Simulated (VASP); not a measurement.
Method: LDA (Ceperley-Alder, Perdew-Zunger), VASP's LDA PAW potentials (set 64) (plane waves; VASP).

The input files of a VASP run:

### INCAR
```
ISIF=3   ! ions, shape and volume
PSTRESS=50   ! kbar
EDIFF=1E-6
LCHARG=F
PREC=Accurate
IBRION=2   ! conjugate gradients
EDIFFG=-0.02   ! ionic stop
LWAVE=F
SYSTEM=Ga
LASPH=T   ! aspherical one-centre terms
ALGO=Normal
LMAXMIX=4   ! l cut-off of mixed one-centre charges
ISMEAR=1   ! Methfessel-Paxton
LREAL=F   ! projection in real space or not
NELM=100   ! most electronic steps
ENCUT=500
SIGMA=0.1
NSW=40   ! most ionic steps
```

**KPOINTS**
```
Automatic mesh
0
Gamma
8 8 7
0 0 0
```

POSCAR:
```
Ga
1
    2.1575950222    -3.6796900999    -0.0000000000
    2.1575950222     3.6796900999     0.0000000000
    0.0000000000    -0.0000000000     4.3455363879
Ga
4
Direct
  0.1550623686   0.8449376314   0.9151234650
  0.3449376314   0.6550623686   0.4151234650
  0.6550623686   0.3449376314   0.5848765350
  0.8449376314   0.1550623686   0.0848765350
```

POTCAR, in this order: Ga_d (LDA.64 set). Program: vasp_std.

The run wrote:

OSZICAR:
```
       N       E                     dE             d eps       ncg     rms          rms(c)
DAV:   1     0.347779821025E+03    0.34778E+03   -0.25608E+04  5354   0.321E+03
DAV:   2     0.257098151318E+02   -0.32207E+03   -0.31661E+03  5386   0.557E+02
DAV:   3    -0.134260117674E+02   -0.39136E+02   -0.38784E+02  5817   0.154E+02
DAV:   4    -0.145704838872E+02   -0.11445E+01   -0.11391E+01  5959   0.306E+01
DAV:   5    -0.145940066273E+02   -0.23523E-01   -0.23521E-01  6155   0.450E+00    0.298E+00
DAV:   6    -0.144088137640E+02    0.18519E+00   -0.31481E-01  6336   0.852E+00    0.154E+00
DAV:   7    -0.143565551741E+02    0.52259E-01   -0.87556E-02  7090   0.316E+00    0.329E-01
DAV:   8    -0.143530224309E+02    0.35327E-02   -0.20178E-02  5733   0.166E+00    0.533E-02
DAV:   9    -0.143530861533E+02   -0.63722E-04   -0.11791E-03  6062   0.415E-01    0.276E-02
DAV:  10    -0.143530694689E+02    0.16684E-04   -0.29438E-04  6046   0.229E-01    0.482E-03
DAV:  11    -0.143530716982E+02   -0.22293E-05   -0.36107E-05  6042   0.761E-02    0.530E-03
DAV:  12    -0.143530704547E+02    0.12435E-05   -0.12056E-05  5901   0.484E-02    0.653E-04
DAV:  13    -0.143530705432E+02   -0.88556E-07   -0.11049E-06  3737   0.961E-03
   1 F= -.12199724E+02 E0= -.12199872E+02  d E =-.121997E+02
```

OUTCAR:
```
------------------------ aborting loop because EDIFF is reached ----------------------------------------
  FORCE on cell =-STRESS in cart. coord.  units (eV):
  Direction    XX          YY          ZZ          XY          YZ          ZX
  --------------------------------------------------------------------------------------
  Total        2.2024705      2.2007523      2.1770950      0.0000000      0.0000000      0.0000000
  in kB       51.1406347     51.1007399     50.5514256      0.0000000      0.0000000      0.0000000
  external PRESSURE =       0.9309334 kB  Pullay stress =      50.0000000 kB
  volume of cell :       69.00
      direct lattice vectors                 reciprocal lattice vectors
     2.157595022 -3.679690100  0.000000000     0.231739504 -0.135881008  0.000000000
     2.157595022  3.679690100  0.000000000     0.231739504  0.135881008  0.000000000
     0.000000000  0.000000000  4.345536388     0.000000000  0.000000000  0.230121189
 POSITION                                       TOTAL-FORCE (eV/Angst)
 -----------------------------------------------------------------------------------
      2.15760      2.53853      3.97670         0.000000     -0.008201     -0.005797
      2.15760      1.14116      1.80393         0.000000      0.008201     -0.005797
      2.15760     -1.14116      2.54160         0.000000     -0.008201      0.005797
      2.15760     -2.53853      0.36883         0.000000      0.008201      0.005797
 -----------------------------------------------------------------------------------
    total drift:                                0.000000     -0.000000      0.000000
  FREE ENERGIE OF THE ION-ELECTRON SYSTEM (eV)
  ---------------------------------------------------
  free  energy   TOTEN  =       -14.3530705432 eV

  energy  without entropy=      -14.3535143084  energy(sigma->0) =      -14.35321846
  enthalpy is  TOTEN    =       -12.1997237183 eV   P V=        2.1533468249

 reached required accuracy - stopping structural energy minimisation
```
(Selected blocks of OUTCAR.)

The compound is Ga in the alpha structure. It was relaxed first under an external pressure of 5 GPa.
